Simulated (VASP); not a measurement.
LiTaSe2, 8 atoms in the cell. It takes space group P-3m1 (No. 164, trigonal). The conventional cell has a = 3.547 Å, b = 3.547 Å, c = 6.837 Å, α = 90.00°, β = 90.00°, γ = 120.00°. Li (site symmetry -3m) is surrounded by 6 Se at 2.69 Å. Se (site symmetry 3m) has 3 Ta at 2.65 Å and 3 Li at 2.69 Å as nearest neighbours. Ta (site symmetry -3m) is surrounded by 6 Se at 2.65 Å. The cell comes from a database or a generator and needn't be the stable form of this composition.

```yaml
Program: VASP 6.6.1
Task: single point
Functional: PBEsol
Potentials_or_basis: VASP PAW PBE potentials, release 64 (Li_sv, Se, Ta_pv)
Cutoff: 520 eV
k_mesh: 6 × 6 × 2
Occupations: gaussian, width 0.05 eV
Spin: collinear spin, typed start
Starting_moments: "[0.0, 0.0, 0.0, 0.0, 0.0, 0.0, 2.0, 2.0] μB"
Hubbard_terms: Ta d U = 4.0 eV
Dipole_correction: no
Further_INCAR_settings: ALGO = Normal; EDIFF = 1e-06; NBANDS = 40
```

Potentials or basis: VASP PAW PBE potentials, release 64 (Li_sv, Se, Ta_pv).

Command:

```bash
$ cat potpaw_PBE.64/Li_sv/POTCAR potpaw_PBE.64/Se/POTCAR potpaw_PBE.64/Ta_pv/POTCAR > POTCAR
$ mpirun -np 1 vasp_std > vasp.out
```

Hardware: 1 thread of Intel(R) Xeon(R) 6975P-C (Granite Rapids), with other jobs on the host.

Estimate the wall time of this run.

Wall time 2.8 min on 1 thread of Intel(R) Xeon(R) 6975P-C (Granite Rapids), on a shared host, peak memory 0.39 GiB. Counts: scf iterations 17, k points 14.
